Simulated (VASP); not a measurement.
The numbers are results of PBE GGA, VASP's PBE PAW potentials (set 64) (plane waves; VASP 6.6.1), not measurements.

Input for VASP

File KPOINTS:
```
Automatic
0
gamma
 6 6 6
0 0 0
```

### POSCAR
```
CdS
4.1976690
  0.0000000000   0.7071067299   0.7071067299
  0.7071067299   0.0000000000   0.7071067299
  0.7071067299   0.7071067299   0.0000000000
Cd S
1 1
Direct
  0.0000000000   0.0000000000   0.0000000000
  0.2500000000   0.2500000000   0.2500000000
```

INCAR:
```
ALGO=Normal
EDIFF=1E-6
ENCUT=400
GGA=PE
ISIF=2
ISMEAR=0
LASPH=.TRUE.
LCHARG=.FALSE.
LMAXMIX=4
LREAL=.FALSE.
LWAVE=.FALSE.
NELM=100
PREC=Accurate
SIGMA=0.05
SYSTEM=CdS
```

POTCAR, in this order: Cd S (PBE.64 set). Program: vasp_std.

The resulting files:

OUTCAR:
```
 ion  position               nearest neighbor table
   1  0.000  0.000  0.000-   2 2.57   2 2.57   2 2.57   2 2.57
   2  0.250  0.250  0.250-   1 2.57   1 2.57   1 2.57   1 2.57
  LATTYP: Found a face centered cubic cell.
 ALAT       =     5.9364000000
 Subroutine PRICEL returns:
 Original cell was already a primitive cell.
 Subroutine GETGRP returns: Found 24 space group operations
The static configuration has the point symmetry T_d .
The dynamic configuration has the point symmetry T_d .
 Subroutine INISYM returns: Found 24 space group operations
 Subroutine IBZKPT returns following result:
 Found     16 irreducible k-points:

 Following reciprocal coordinates:
            Coordinates               Weight
  0.000000  0.000000  0.000000      1.000000
  0.166667  0.000000  0.000000      8.000000
  0.333333  0.000000  0.000000      8.000000
  0.500000  0.000000  0.000000      4.000000
  0.166667  0.166667  0.000000      6.000000
  0.333333  0.166667  0.000000     24.000000
  0.500000  0.166667  0.000000     24.000000
 -0.333333  0.166667  0.000000     24.000000
 -0.166667  0.166667  0.000000     12.000000
  0.333333  0.333333  0.000000      6.000000
  0.500000  0.333333  0.000000     24.000000
 -0.333333  0.333333  0.000000     12.000000
  0.500000  0.500000  0.000000      3.000000
  0.500000  0.333333  0.166667     24.000000
 -0.333333  0.333333  0.166667     24.000000
 -0.333333  0.500000  0.166667     12.000000
   k-points           NKPTS =     16   k-points in BZ     NKDIM =     16   number of bands    NBANDS=     13
   number of dos      NEDOS =    301   number of ions     NIONS =      2
   total plane-waves  NPLWV =  21952
   dimension x,y,z NGX =    28 NGY =   28 NGZ =   28
   dimension x,y,z NGXF=    56 NGYF=   56 NGZF=   56
   ions per type =               1   1
   PREC   = accura    normal or accurate (medium, high low for compatibility)
   ISTART =      0    job   : 0-new  1-cont  2-samecut
...
```

OSZICAR:
```
       N       E                     dE             d eps       ncg     rms          rms(c)
DAV:   1     0.976920882764E+02    0.97692E+02   -0.79746E+03   416   0.102E+03
DAV:   2    -0.234371948198E+01   -0.10004E+03   -0.96664E+02   486   0.275E+02
DAV:   3    -0.666793924567E+01   -0.43242E+01   -0.43151E+01   486   0.596E+01
DAV:   4    -0.669899195324E+01   -0.31053E-01   -0.31050E-01   481   0.506E+00
DAV:   5    -0.669945525372E+01   -0.46330E-03   -0.46330E-03   491   0.587E-01    0.754E+00
DAV:   6    -0.616024970827E+01    0.53921E+00   -0.10764E+00   552   0.137E+01    0.604E+00
DAV:   7    -0.614251608683E+01    0.17734E-01   -0.20346E-01   426   0.359E+00    0.307E+00
DAV:   8    -0.614259248525E+01   -0.76398E-04   -0.19082E-02   441   0.206E+00    0.272E-01
DAV:   9    -0.614241545608E+01    0.17703E-03   -0.26095E-03   481   0.821E-01    0.721E-02
DAV:  10    -0.614258901492E+01   -0.17356E-03   -0.30235E-04   436   0.172E-01    0.837E-02
DAV:  11    -0.614267744147E+01   -0.88427E-04   -0.13529E-04   434   0.124E-01    0.163E-02
DAV:  12    -0.614266545179E+01    0.11990E-04   -0.45457E-05   532   0.965E-02    0.839E-03
DAV:  13    -0.614266674975E+01   -0.12980E-05   -0.50113E-06   421   0.159E-02    0.684E-03
DAV:  14    -0.614266660838E+01    0.14137E-06   -0.12904E-07   248   0.276E-03
   1 F= -.61426666E+01 E0= -.61426666E+01  d E =-.214088E-16
```

**OUTCAR**
```
------------------------ aborting loop because EDIFF is reached ----------------------------------------
  FORCE on cell =-STRESS in cart. coord.  units (eV):
  Direction    XX          YY          ZZ          XY          YZ          ZX
  --------------------------------------------------------------------------------------
  Total       -0.1169622     -0.1169622     -0.1169622     -0.0000000     -0.0000000      0.0000000
  in kB       -3.5829982     -3.5829982     -3.5829982     -0.0000000     -0.0000000      0.0000000
  external PRESSURE =      -3.5829982 kB  Pullay stress =       0.0000000 kB
  volume of cell :       52.30
      direct lattice vectors                 reciprocal lattice vectors
     0.000000000  2.968200000  2.968200000    -0.168452261  0.168452261  0.168452261
     2.968200000  0.000000000  2.968200000     0.168452261 -0.168452261  0.168452261
     2.968200000  2.968200000  0.000000000     0.168452261  0.168452261 -0.168452261
  FREE ENERGIE OF THE ION-ELECTRON SYSTEM (eV)
  ---------------------------------------------------
  free  energy   TOTEN  =        -6.1426666084 eV

  energy  without entropy=       -6.1426666084  energy(sigma->0) =       -6.14266661
```
(Selected blocks of OUTCAR.)

The compound is CdS in the zinc blende structure, a metastable form; wurtzite is the usual one. The cell was not relaxed at this level.
